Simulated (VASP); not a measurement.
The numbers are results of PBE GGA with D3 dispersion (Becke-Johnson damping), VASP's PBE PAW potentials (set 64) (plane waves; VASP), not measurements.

Input for VASP

File POSCAR:
```
Se
1.0
  2.0629751882  -3.5731778287   0.0000000000
  2.0629751882   3.5731778287   0.0000000000
  0.0000000000   0.0000000000   5.0861910603
Se
3
direct
  0.0000000000   0.2444656703   0.6666670000
  0.7555343297   0.7555343297   0.0000000000
  0.2444656703   0.0000000000   0.3333330000
```

File KPOINTS:
```
Regular mesh
0
gamma
6 6 4
0 0 0
```

**INCAR**
```
ALGO = Normal
EDIFF = 1E-6
EDIFFG = -0.02
ENCUT = 520
GGA = PE
IBRION = 2
ISIF = 3
ISMEAR = 0
IVDW = 12
LASPH = .TRUE.
LCHARG = .FALSE.
LMAXMIX = 4
LREAL = .FALSE.
LWAVE = .FALSE.
NELM = 100
NSW = 60
PREC = Accurate
SIGMA = 0.05
SYSTEM = Se
```

POTCAR, in this order: Se (PBE.64 set). Program: vasp_std.

The run wrote:

OSZICAR:
```
       N       E                     dE             d eps       ncg     rms          rms(c)
DAV:   1     0.883442527900E+02    0.88344E+02   -0.73512E+03   624   0.115E+03
DAV:   2    -0.424369104649E+01   -0.92588E+02   -0.89633E+02   845   0.179E+02
DAV:   3    -0.104297644635E+02   -0.61861E+01   -0.61055E+01   759   0.528E+01
DAV:   4    -0.105009551098E+02   -0.71191E-01   -0.71081E-01   704   0.615E+00
DAV:   5    -0.105013963444E+02   -0.44123E-03   -0.44115E-03   789   0.529E-01    0.686E+00
DAV:   6    -0.104557652304E+02    0.45631E-01   -0.34381E-02   679   0.138E+00    0.424E+00
DAV:   7    -0.104424303417E+02    0.13335E-01   -0.66014E-02   659   0.191E+00    0.183E-01
DAV:   8    -0.104416992622E+02    0.73108E-03   -0.99670E-03   654   0.713E-01    0.105E-01
DAV:   9    -0.104417929771E+02   -0.93715E-04   -0.28070E-04   774   0.133E-01    0.313E-02
DAV:  10    -0.104418162970E+02   -0.23320E-04   -0.47162E-05   689   0.546E-02    0.824E-03
DAV:  11    -0.104418185538E+02   -0.22568E-05   -0.10360E-05   709   0.222E-02    0.372E-03
DAV:  12    -0.104418181233E+02    0.43052E-06   -0.23683E-06   479   0.113E-02
   1 F= -.11487029E+02 E0= -.11487029E+02  d E =-.114870E+02
       N       E                     dE             d eps       ncg     rms          rms(c)
DAV:   1    -0.104395744923E+02    0.22441E-02   -0.43729E-02   624   0.124E+00    0.140E-01
DAV:   2    -0.104389162382E+02    0.65825E-03   -0.13690E-03   649   0.248E-01    0.779E-02
DAV:   3    -0.104386915209E+02    0.22472E-03   -0.76717E-04   674   0.161E-01    0.209E-02
DAV:   4    -0.104386929442E+02   -0.14233E-05   -0.22362E-05   704   0.342E-02    0.129E-02
DAV:   5    -0.104386936469E+02   -0.70270E-06   -0.41613E-06   679   0.143E-02
   2 F= -.11487749E+02 E0= -.11487749E+02  d E =-.720646E-03
       N       E                     dE             d eps       ncg     rms          rms(c)
DAV:   1    -0.104353482047E+02    0.33447E-02   -0.13899E-01   624   0.222E+00    0.250E-01
DAV:   2    -0.104332563154E+02    0.20919E-02   -0.43618E-03   649   0.443E-01    0.139E-01
DAV:   3    -0.104325400268E+02    0.71629E-03   -0.24340E-03   684   0.287E-01    0.373E-02
DAV:   4    -0.104325444090E+02   -0.43822E-05   -0.71223E-05   679   0.610E-02    0.232E-02
DAV:   5    -0.104325468407E+02   -0.24317E-05   -0.13195E-05   734   0.255E-02    0.674E-03
DAV:   6    -0.104325466923E+02    0.14839E-06   -0.16693E-06   362   0.860E-03
   3 F= -.11488480E+02 E0= -.11488480E+02  d E =-.145164E-02
       N       E                     dE             d eps       ncg     rms          rms(c)
DAV:   1    -0.104291721132E+02    0.33747E-02   -0.56083E-01   624   0.447E+00    0.505E-01
DAV:   2    -0.104207262977E+02    0.84458E-02   -0.17633E-02   644   0.891E-01    0.280E-01
DAV:   3    -0.104178168132E+02    0.29095E-02   -0.97909E-03   694   0.577E-01    0.745E-02
DAV:   4    -0.104178330479E+02   -0.16235E-04   -0.28538E-04   684   0.122E-01    0.470E-02
DAV:   5    -0.104178425379E+02   -0.94899E-05   -0.51583E-05   739   0.506E-02    0.133E-02
DAV:   6    -0.104178426015E+02   -0.63641E-07   -0.68421E-06   659   0.169E-02
   4 F= -.11487755E+02 E0= -.11487755E+02  d E =-.726661E-03
       N       E                     dE             d eps       ncg     rms          rms(c)
DAV:   1    -0.104349728512E+02   -0.17130E-01   -0.29790E-01   624   0.323E+00    0.365E-01
DAV:   2    -0.104304646004E+02    0.45083E-02   -0.93706E-03   644   0.652E-01    0.204E-01
DAV:   3    -0.104288857920E+02    0.15788E-02   -0.52272E-03   689   0.420E-01    0.553E-02
DAV:   4    -0.104288927112E+02   -0.69192E-05   -0.14918E-04   684   0.883E-02    0.333E-02
DAV:   5    -0.104288984445E+02   -0.57333E-05   -0.28310E-05   734   0.372E-02    0.984E-03
DAV:   6    -0.104288991658E+02   -0.72131E-06   -0.39441E-06   644   0.127E-02
   5 F= -.11488575E+02 E0= -.11488575E+02  d E =-.154614E-02
       N       E                     dE             d eps       ncg     rms          rms(c)
DAV:   1    -0.104290166322E+02   -0.11819E-03   -0.15754E-02   624   0.758E-01    0.845E-02
DAV:   2    -0.104290117654E+02    0.48669E-05   -0.64335E-04   684   0.173E-01    0.291E-02
DAV:   3    -0.104289903137E+02    0.21452E-04   -0.36917E-05   694   0.407E-02    0.141E-02
DAV:   4    -0.104289883024E+02    0.20112E-05   -0.13062E-05   694   0.240E-02    0.429E-03
DAV:   5    -0.104289882761E+02    0.26317E-07   -0.10136E-06   317   0.728E-03
   6 F= -.11488929E+02 E0= -.11488929E+02  d E =-.354421E-03
       N       E                     dE             d eps       ncg     rms          rms(c)
DAV:   1    -0.104288376169E+02    0.15069E-03   -0.90360E-02   624   0.181E+00    0.199E-01
DAV:   2    -0.104288105485E+02    0.27068E-04   -0.36731E-03   684   0.414E-01    0.697E-02
DAV:   3    -0.104286908741E+02    0.11967E-03   -0.21339E-04   694   0.978E-02    0.339E-02
DAV:   4    -0.104286819729E+02    0.89012E-05   -0.75011E-05   689   0.574E-02    0.103E-02
DAV:   5    -0.104286825473E+02   -0.57436E-06   -0.60643E-06   634   0.173E-02
   7 F= -.11489275E+02 E0= -.11489275E+02  d E =-.700050E-03
       N       E                     dE             d eps       ncg     rms          rms(c)
DAV:   1    -0.104282093566E+02    0.47262E-03   -0.12041E-03   624   0.217E-01    0.181E-02
DAV:   2    -0.104282048628E+02    0.44938E-05   -0.49776E-05   719   0.493E-02    0.988E-03
DAV:   3    -0.104282016149E+02    0.32479E-05   -0.55842E-06   644   0.138E-02    0.337E-03
DAV:   4    -0.104282013105E+02    0.30442E-06   -0.82131E-07   327   0.557E-03
   8 F= -.11489338E+02 E0= -.11489338E+02  d E =-.632471E-04
       N       E                     dE             d eps       ncg     rms          rms(c)
DAV:   1    -0.104267855167E+02    0.14161E-02   -0.10875E-02   624   0.652E-01    0.531E-02
DAV:   2    -0.104267475660E+02    0.37951E-04   -0.44436E-04   719   0.147E-01    0.296E-02
DAV:   3    -0.104267183217E+02    0.29244E-04   -0.49734E-05   659   0.412E-02    0.102E-02
DAV:   4    -0.104267155785E+02    0.27433E-05   -0.82654E-06   689   0.170E-02    0.491E-03
DAV:   5    -0.104267154544E+02    0.12409E-06   -0.26059E-07   317   0.402E-03
   9 F= -.11489487E+02 E0= -.11489487E+02  d E =-.212538E-03
```

File OUTCAR:
```
------------------------ aborting loop because EDIFF is reached ----------------------------------------
 Edisp (eV)   -1.06277
  FORCE on cell =-STRESS in cart. coord.  units (eV):
  Direction    XX          YY          ZZ          XY          YZ          ZX
  --------------------------------------------------------------------------------------
  Total      -0.00756    -0.00756    -0.04149     0.00000     0.00000     0.00000
  in kB      -0.16404    -0.16404    -0.89992     0.00000     0.00000     0.00000
  external pressure =       -0.41 kB  Pullay stress =        0.00 kB
  volume of cell :       73.86
      direct lattice vectors                 reciprocal lattice vectors
     2.037624442 -3.529269049 -0.000000000     0.245383786 -0.141672395 -0.000000000
     2.037624442  3.529269049  0.000000000     0.245383786  0.141672395  0.000000000
     0.000000000 -0.000000000  5.135523231     0.000000000 -0.000000000  0.194722126
 POSITION                                       TOTAL-FORCE (eV/Angst)
 -----------------------------------------------------------------------------------
      0.50217      0.86978      3.42368         0.007799      0.013508      0.000000
      3.07091     -0.00000      0.00000        -0.015598      0.000000      0.000000
      0.50217     -0.86978      1.71184         0.007799     -0.013508     -0.000000
 -----------------------------------------------------------------------------------
    total drift:                               -0.000227     -0.000432      0.000011
  FREE ENERGIE OF THE ION-ELECTRON SYSTEM (eV)
  ---------------------------------------------------
  free  energy   TOTEN  =       -11.4894872970 eV

  energy  without entropy=      -11.4894872970  energy(sigma->0) =      -11.48948730

 reached required accuracy - stopping structural energy minimisation
```
(Selected blocks of OUTCAR.)

**CONTCAR**
```
Se
   1.00000000000000
     2.0376244424214613   -3.5292690494445345   -0.0000000000000000
     2.0376244424214613    3.5292690494445345    0.0000000000000000
     0.0000000000000000   -0.0000000000000000    5.1355232305489515
  Se
     3
Direct
     0.0000000000000056    0.2464482787847322    0.6666669999999968
     0.7535517212152620    0.7535517212152620    0.0000000000000000
     0.2464482787847322    0.0000000000000056    0.3333330000000032
```

The compound is Se in the trig structure. This run relaxes it. Symmetry was kept, so distortions that lower it aren't found. The start is the result of an earlier pass.
